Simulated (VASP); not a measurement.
Method: PBE GGA, VASP's PBE PAW potentials (set 64) (plane waves; VASP).

VASP input:

### POSCAR
```
SrCl2
1
    0.0000000000     3.4336860000     3.4647990000
    3.4963120000     0.0000000000     3.4647990000
    3.4963120000     3.4336860000     0.0000000000
Sr Cl
1 2
Direct
  0.0000000000   0.0000000000   0.0000000000
  0.2500000000   0.2500000000   0.2500000000
  0.7386510000   0.7613490000   0.7613490000
```

**INCAR**
```
LREAL = .FALSE.   # projection in real space or not
ISMEAR = 0   # Gaussian
ALGO = Normal
ISIF = 2
NELM = 100
GGA = PE
LCHARG = .FALSE.
EDIFF = 1E-6   # SCF stop (eV)
LMAXMIX = 4   # l cut-off of mixed one-centre charges
LASPH = .TRUE.   # aspherical one-centre terms
ENCUT = 400   # plane-wave cut-off (eV)
LWAVE = .FALSE.
PREC = Accurate
SIGMA = 0.05   # width (eV)
SYSTEM = SrCl2
```

KPOINTS:
```
Automatic mesh
0
Gamma
3 3 3
0 0 0
```

POTCAR, in this order: Sr_sv Cl (PBE.64 set). Program: vasp_std.

Output of the run:

OUTCAR:
```
 ion  position               nearest neighbor table
   1  0.000  0.000  0.000-   3 2.96   3 2.96   2 3.00   2 3.00   2 3.00   2 3.00   3 3.05   3 3.05
  LATTYP: Found a face centered orthorhombic cell.
 ALAT       =     6.8673720000
 B/A-ratio  =     1.0090611081
 C/A-ratio  =     1.0182387091
 Subroutine PRICEL returns:
 Original cell was already a primitive cell.
 Subroutine GETGRP returns: Found  2 space group operations
The static configuration has the point symmetry C_2 .
The dynamic configuration has the point symmetry C_2 .
 Subroutine INISYM returns: Found  2 space group operations
 Subroutine IBZKPT returns following result:
 Found     10 irreducible k-points:

 Following reciprocal coordinates:
            Coordinates               Weight
  0.000000  0.000000  0.000000      1.000000
  0.333333  0.000000  0.000000      4.000000
  0.000000  0.000000  0.333333      4.000000
  0.333333  0.333333  0.000000      2.000000
 -0.333333  0.333333 -0.000000      4.000000
  0.333333  0.000000  0.333333      2.000000
 -0.333333  0.000000  0.333333      4.000000
  0.000000  0.333333  0.333333      2.000000
 -0.333333  0.333333  0.333333      2.000000
  0.000000 -0.333333  0.333333      2.000000
   k-points           NKPTS =     10   k-points in BZ     NKDIM =     10   number of bands    NBANDS=     16
   number of dos      NEDOS =    301   number of ions     NIONS =      3
   total plane-waves  NPLWV =  32768
   dimension x,y,z NGX =    32 NGY =   32 NGZ =   32
   dimension x,y,z NGXF=    64 NGYF=   64 NGZF=   64
   ions per type =               1   2
   PREC   = accura    normal or accurate (medium, high low for compatibility)
   ISTART =      0    job   : 0-new  1-cont  2-samecut
   ICHARG =      2    charge: 1-file 2-atom 10-const
   ISPIN  =      1    spin polarized calculation?
   LNONCOLLINEAR =      F non collinear calculations
   LSORBIT =      F    spin-orbit coupling
   INIWAV =      1    electr: 0-lowe 1-rand  2-diag
   ENCUT  =  400.0 eV  29.40 Ry    5.42 a.u.   7.95  8.03  7.99*2*pi/ulx,y,z
   NELM   =    100;   NELMIN=  2; NELMDL= -5     # of ELM steps
   EDIFF  = 0.1E-05   stopping-criterion for ELM
   LREAL  =      F    real-space projection
   NLSPLINE    = F    spline interpolate recip. space projectors
   LMAXMIX     =    4 max onsite mixed and CHGCAR
   VOSKOWN=      0    Vosko Wilk Nusair interpolation
   EDIFFG = 0.1E-04   stopping-criterion for IOM
   NSW    =      0    number of steps for IOM
   NBLOCK =      1;   KBLOCK =      1    inner block; outer block
   IBRION =     -1    ionic relax: 0-MD 1-quasi-New 2-CG
   NFREE  =      0    steps in history (QN), initial steepest desc. (CG)
   ISIF   =      2    stress and relaxation
   ISYM   =      2    0-nonsym 1-usesym 2-fastsym
   TEIN   =    0.0    initial temperature
   TEBEG  =    0.0;   TEEND  =   0.0 temperature during run
   SMASS  =  -3.00    Nose mass-parameter (am)
   PSTRESS=    0.0 pullay stress
   NELECT =      24.0000    total number of electrons
   EFERMI =   0.00;   METHOD = LEGACY
   ISMEAR =     0;   SIGMA  =   0.05  broadening in eV -4-tet -1-fermi 0-gaus
   IALGO  =     38    algorithm
   LDIAG  =      T    sub-space diagonalisation (order eigenvalues)
   IMIX   =      4    mixing-type and parameters
     AMIX     =   0.40;   BMIX     =  1.00
     AMIX_MAG =   1.60;   BMIX_MAG =  1.00
     AMIN     =   0.10
   GGA     = PE    functional components
   VOSKOWN =     0    Vosko Wilk Nusair interpolation
   LHFCALC =     F    Hartree Fock is set to
   LHFONE  =     F    Hartree Fock one center treatment
   AEXX    =    0.0000 exact exchange contribution
   IVDW    =     0    specifies the selected vdW correction
   LEPSILON=     F    determine dielectric tensor
   LRPA    =     F    only Hartree local field effects (RPA)
...
```

### OSZICAR
```
       N       E                     dE             d eps       ncg     rms          rms(c)
DAV:   1     0.139354585901E+03    0.13935E+03   -0.10258E+04   320   0.111E+03
DAV:   2    -0.505320264513E+01   -0.14441E+03   -0.14183E+03   424   0.232E+02
DAV:   3    -0.128117493264E+02   -0.77585E+01   -0.77525E+01   472   0.595E+01
DAV:   4    -0.130236740395E+02   -0.21192E+00   -0.21188E+00   520   0.796E+00
DAV:   5    -0.130253509910E+02   -0.16770E-02   -0.16769E-02   472   0.652E-01    0.138E+01
DAV:   6    -0.127348681612E+02    0.29048E+00   -0.75626E-01   416   0.498E+00    0.896E+00
DAV:   7    -0.127448878526E+02   -0.10020E-01   -0.44796E-01   480   0.418E+00    0.194E+00
DAV:   8    -0.127479864127E+02   -0.30986E-02   -0.63405E-02   408   0.148E+00    0.311E-01
DAV:   9    -0.127497114956E+02   -0.17251E-02   -0.24564E-03   416   0.319E-01    0.115E-01
DAV:  10    -0.127508746711E+02   -0.11632E-02   -0.97605E-04   392   0.203E-01    0.326E-02
DAV:  11    -0.127509658887E+02   -0.91218E-04   -0.10853E-04   464   0.608E-02    0.369E-02
DAV:  12    -0.127509751748E+02   -0.92861E-05   -0.15937E-05   392   0.227E-02    0.977E-03
DAV:  13    -0.127509775029E+02   -0.23281E-05   -0.58785E-06   424   0.134E-02    0.291E-03
DAV:  14    -0.127509774729E+02    0.30033E-07   -0.23796E-07   328   0.350E-03
   1 F= -.12750977E+02 E0= -.12750977E+02  d E =-.136198E-12
```

**OUTCAR**
```
------------------------ aborting loop because EDIFF is reached ----------------------------------------
  FORCE on cell =-STRESS in cart. coord.  units (eV):
  Direction    XX          YY          ZZ          XY          YZ          ZX
  --------------------------------------------------------------------------------------
  Total        0.7728592      1.2459945      0.9957656      0.0000000      0.2264836      0.0000000
  in kB       14.8844286     23.9965006     19.1773641      0.0000000      4.3618275      0.0000000
  external PRESSURE =      19.3527645 kB  Pullay stress =       0.0000000 kB
  volume of cell :       83.19
      direct lattice vectors                 reciprocal lattice vectors
     0.000000000  3.433686000  3.464799000    -0.143007832  0.145616111  0.144308515
     3.496312000  0.000000000  3.464799000     0.143007832 -0.145616111  0.144308515
     3.496312000  3.433686000  0.000000000     0.143007832  0.145616111 -0.144308515
 POSITION                                       TOTAL-FORCE (eV/Angst)
 -----------------------------------------------------------------------------------
      0.00000      0.00000      0.00000         0.120602     -0.000000     -0.000000
      1.74816      1.71684      1.73240         0.109117      0.000000      0.000000
      5.32383      5.15053      5.19720        -0.229719      0.000000      0.000000
 -----------------------------------------------------------------------------------
    total drift:                               -0.000012     -0.000001     -0.000001
  FREE ENERGIE OF THE ION-ELECTRON SYSTEM (eV)
  ---------------------------------------------------
  free  energy   TOTEN  =       -12.7509774729 eV

  energy  without entropy=      -12.7509774729  energy(sigma->0) =      -12.75097747
```
(Selected blocks of OUTCAR.)

The compound is SrCl2 in the fluorite structure. The cell was not relaxed at this level, atoms are displaced from their ideal sites. The k-mesh is coarse (spacing up to 0.52 per Å, 2π included), so the numbers may not be converged in it. The run is one of a series of settings (KPOINTS 3×3×3 Γ-centred mesh against the base run), some of them coarse on purpose.
